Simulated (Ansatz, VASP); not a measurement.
## One calculation of Ca2BeCl6, two programs

The input INCAR:

```
ALGO = Normal
EDIFF = 1E-6
EDIFFG = -0.01
ENCUT = 600
GGA = PE
IBRION = 2
ISIF = 3
ISMEAR = 0
LASPH = True
LCHARG = False
LREAL = False
LWAVE = False
NELM = 100
NSW = 100
PREC = Accurate
SIGMA = 0.02
```

Contents of KPOINTS:

```
k-points
0
Gamma
  4 4 4
```

The input POSCAR:

```
Ca2BeCl6
1.0
    0.0000000000      4.5578845956      4.5578845956
    4.5578845956      0.0000000000      4.5578845956
    4.5578845956      4.5578845956      0.0000000000
Ca Be Cl
2 1 6
Direct
    0.2500000000      0.2500000000      0.2500000000
    0.7500000000      0.7500000000      0.7500000000
    0.0000000000      0.0000000000      0.0000000000
    0.7563628298      0.2436371702      0.2436371702
    0.2436371702      0.7563628298      0.7563628298
    0.2436371702      0.7563628298      0.2436371702
    0.7563628298      0.2436371702      0.7563628298
    0.2436371702      0.2436371702      0.7563628298
    0.7563628298      0.7563628298      0.2436371702
```

Input for Ansatz:

```yaml
crystal:
  lattice:
    - [0.0, 4.5578845956, 4.5578845956]
    - [4.5578845956, 0.0, 4.5578845956]
    - [4.5578845956, 4.5578845956, 0.0]
  atoms:
    - { symbol: Ca, position: [0.25, 0.25, 0.25] }
    - { symbol: Ca, position: [0.75, 0.75, 0.75] }
    - { symbol: Be, position: [0.0, 0.0, 0.0] }
    - { symbol: Cl, position: [0.7563628298, 0.2436371702, 0.2436371702] }
    - { symbol: Cl, position: [0.2436371702, 0.7563628298, 0.7563628298] }
    - { symbol: Cl, position: [0.2436371702, 0.7563628298, 0.2436371702] }
    - { symbol: Cl, position: [0.7563628298, 0.2436371702, 0.7563628298] }
    - { symbol: Cl, position: [0.2436371702, 0.2436371702, 0.7563628298] }
    - { symbol: Cl, position: [0.7563628298, 0.7563628298, 0.2436371702] }
basis:
  ecutwfc: 420
kpoints:
  mp_grid: { grid: [4, 4, 4] }
hamiltonian:
  xc: pbe
scf:
  occupations: { method: gaussian, width: 0.02 }
output:
  forces: true
  stress: true
  eigenvalues: true
relax:
  adjacent_minimum: "off"
  f_tol: 0.01
  max_steps: 80
  cell: { stress_tol: 0.05 }
```

Change from the starting cell: ordered vacancies on the cation sites of perovskite (Fm-3m, No. 225).

Alike in both runs: task relaxation of cell and atoms; functional PBE; k mesh 4 × 4 × 4; occupations gaussian, width 0.02 eV; no spin polarisation.

```csv
,VASP,Ansatz
version,VASP 6.6.1,Ansatz 0.2.0
potentials or method,"VASP PAW PBE potentials, release 64 (Ca_sv, Be, Cl)","scalar-relativistic, plane waves, PAW"
plane-wave cutoff (eV),600,420
valence electrons in the cell,64,64
```

|  | VASP | Ansatz | Ansatz less VASP |
| --- | --- | --- | --- |
| gap on the k mesh at the Fermi level, each at its own relaxed structure (eV) | 3.61 | 3.60 | -0.007 |
| relaxed volume (Å³/atom) | 21.21 | 21.21 | 0.000 |
| relaxed cell length with the largest relative difference (Å) | 6.463 | 6.463 | 0.0000 |

A k mesh can miss the band edges.
